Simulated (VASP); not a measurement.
A convergence study with VASP on Mo (bcc): a few settings are varied, all else stays as given below, so the limit is that of these other settings.

```
Mo
1.0
   -1.57500     1.57500     1.57500
    1.57500    -1.57500     1.57500
    1.57500     1.57500    -1.57500
Mo
1
Cartesian
  0.00000   0.00000   0.00000
```

The numbers are results of LDA (Ceperley-Alder, Perdew-Zunger), VASP's LDA PAW potentials (set 64) (plane waves; VASP), not measurements. The last row used: 550 eV cut-off, 24×24×24 Γ-centred mesh, second-order Methfessel-Paxton smearing of 0.40 eV, potentials Mo_sv.

```tsv
setting	E (eV/atom)	pressure (GPa)	irreducible k-points
ISMEAR = -1, SIGMA = 0.01, 9×9×9 mesh	-12.1317	-9.36	35
ISMEAR = -1, SIGMA = 0.1, 9×9×9 mesh	-12.1328	-9.08	35
ISMEAR = 0, SIGMA = 0.01, 9×9×9 mesh	-12.1316	-9.36	35
ISMEAR = 0, SIGMA = 0.1, 9×9×9 mesh	-12.1321	-9.26	35
ISMEAR = 1, SIGMA = 0.01, 9×9×9 mesh	-12.1316	-9.35	35
ISMEAR = 1, SIGMA = 0.2, 9×9×9 mesh	-12.1326	-9.31	35
ISMEAR = 2, SIGMA = 0.05, 9×9×9 mesh	-12.1318	-9.38	35
ISMEAR = 2, SIGMA = 0.2, 9×9×9 mesh	-12.1322	-9.29	35
ISMEAR = -1, SIGMA = 0.01, 18×18×18 mesh	-12.1149	-9.10	195
ISMEAR = -1, SIGMA = 0.2, 18×18×18 mesh	-12.1128	-8.60	195
ISMEAR = 0, SIGMA = 0.01, 18×18×18 mesh	-12.1148	-9.13	195
ISMEAR = 0, SIGMA = 0.2, 18×18×18 mesh	-12.1140	-8.93	195
ISMEAR = 1, SIGMA = 0.01, 18×18×18 mesh	-12.1148	-9.15	195
ISMEAR = 1, SIGMA = 0.4, 18×18×18 mesh	-12.1132	-8.94	195
ISMEAR = 2, SIGMA = 0.05, 18×18×18 mesh	-12.1149	-9.11	195
ISMEAR = 2, SIGMA = 0.4, 18×18×18 mesh	-12.1134	-8.96	195
ISMEAR = -1, SIGMA = 0.05, 24×24×24 mesh	-12.1159	-8.96	413
ISMEAR = -1, SIGMA = 0.2, 24×24×24 mesh	-12.1147	-8.64	413
ISMEAR = 0, SIGMA = 0.05, 24×24×24 mesh	-12.1157	-9.02	413
ISMEAR = 0, SIGMA = 0.2, 24×24×24 mesh	-12.1161	-8.91	413
ISMEAR = 1, SIGMA = 0.05, 24×24×24 mesh	-12.1157	-9.05	413
ISMEAR = 1, SIGMA = 0.4, 24×24×24 mesh	-12.1163	-8.98	413
ISMEAR = 2, SIGMA = 0.1, 24×24×24 mesh	-12.1157	-9.02	413
ISMEAR = 2, SIGMA = 0.4, 24×24×24 mesh	-12.1161	-8.95	413
```

Left out are rungs that failed or repeat a setting and relaxations that didn't move; long series are thinned to 24 rows.

The compound is Mo in the bcc structure. The cell was not relaxed at this level.
